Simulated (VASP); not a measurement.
Output of a VASP run:

OSZICAR:
```
       N       E                     dE             d eps       ncg     rms          rms(c)
DAV:   1     0.878977459425E+02    0.87898E+02   -0.84622E+03  3519   0.132E+03
DAV:   2    -0.417502598107E+01   -0.92073E+02   -0.89096E+02  3563   0.260E+02
DAV:   3    -0.649724420746E+01   -0.23222E+01   -0.23169E+01  4158   0.503E+01
DAV:   4    -0.650922572791E+01   -0.11982E-01   -0.11981E-01  3857   0.311E+00
DAV:   5    -0.650936515454E+01   -0.13943E-03   -0.13943E-03  4200   0.343E-01    0.872E+00
DAV:   6    -0.597702492073E+01    0.53234E+00   -0.19040E+00  3500   0.162E+01    0.541E+00
DAV:   7    -0.594798173240E+01    0.29043E-01   -0.36602E-02  4604   0.432E+00    0.292E+00
DAV:   8    -0.593750135322E+01    0.10480E-01   -0.98986E-03  3956   0.110E+00    0.140E-01
DAV:   9    -0.593749990404E+01    0.14492E-05   -0.34800E-04  4299   0.309E-01    0.672E-02
DAV:  10    -0.593750646691E+01   -0.65629E-05   -0.42054E-05  4026   0.996E-02    0.175E-02
DAV:  11    -0.593750619278E+01    0.27413E-06   -0.66853E-06  3479   0.587E-02
   1 F= -.59375062E+01 E0= -.59165941E+01  d E =-.418242E-01
```

OUTCAR:
```
------------------------ aborting loop because EDIFF is reached ----------------------------------------
  FORCE on cell =-STRESS in cart. coord.  units (eV):
  Direction    XX          YY          ZZ          XY          YZ          ZX
  --------------------------------------------------------------------------------------
  Total       -0.5723242     -0.5725648     -0.5686344      0.0092972      0.0029004      0.0028112
  in kB      -29.3373603    -29.3496958    -29.1482218      0.4765769      0.1486736      0.1441033
  external PRESSURE =     -29.2784259 kB  Pullay stress =       0.0000000 kB
  volume of cell :       31.26
      direct lattice vectors                 reciprocal lattice vectors
     3.150000000  0.000000000  0.000000000     0.317460317  0.000000000  0.000000000
     0.000000000  3.150000000  0.000000000     0.000000000  0.317460317  0.000000000
     0.000000000  0.000000000  3.150000000     0.000000000  0.000000000  0.317460317
 POSITION                                       TOTAL-FORCE (eV/Angst)
 -----------------------------------------------------------------------------------
      1.58607      1.58641      1.57846        -0.071179     -0.073351     -0.022214
      3.13893      3.13859      3.14654         0.071179      0.073351      0.022214
 -----------------------------------------------------------------------------------
    total drift:                                0.001116      0.001153      0.000503
  FREE ENERGIE OF THE ION-ELECTRON SYSTEM (eV)
  ---------------------------------------------------
  free  energy   TOTEN  =        -5.9375061928 eV

  energy  without entropy=       -5.8956819708  energy(sigma->0) =       -5.91659408
```
(Selected blocks of OUTCAR.)

**POSCAR**
```
AuZn
1
    3.1500000000     0.0000000000     0.0000000000
    0.0000000000     3.1500000000     0.0000000000
    0.0000000000     0.0000000000     3.1500000000
Zn Au
1 1
Direct
  0.5035140000   0.5036220000   0.5010980000
 -0.0035140000  -0.0036220000  -0.0010980000
```

Q: Reconstruct the remaining input files.

A: One answer among several that fit: the input of the run itself, PBEsol GGA, plane waves, VASP's PBE PAW potentials (set 64).

KPOINTS:
```
Automatic mesh
0
Gamma
6 6 6
0 0 0
```

INCAR:
```
! general
SYSTEM  = AuZn
PREC    = Accurate
ENCUT   = 300
LREAL   = F
LASPH   = T

! electronic loop
EDIFF   = 1E-6
NELM    = 100
ALGO    = Normal
LMAXMIX = 6

! smearing
ISMEAR  = -1
SIGMA   = 0.136

! functional
GGA     = PS

! ions
ISIF    = 2

! output
LWAVE   = F
LCHARG  = F
```

POTCAR, in this order: Zn Au (PBE.64 set). Program: vasp_std.

At this cut-off the stress carries a Pulay error, which pulls relaxed volumes low.

The structure is a typed AuZn crystal. The cell was not relaxed at this level. The k-mesh is coarse (spacing up to 0.33 per Å, 2π included), so the numbers may not be converged in it. The run is one of a series of settings (GGA = PS against the base run), some of them coarse on purpose. The electron count is odd and the run is not spin-polarised, which forces a metal.
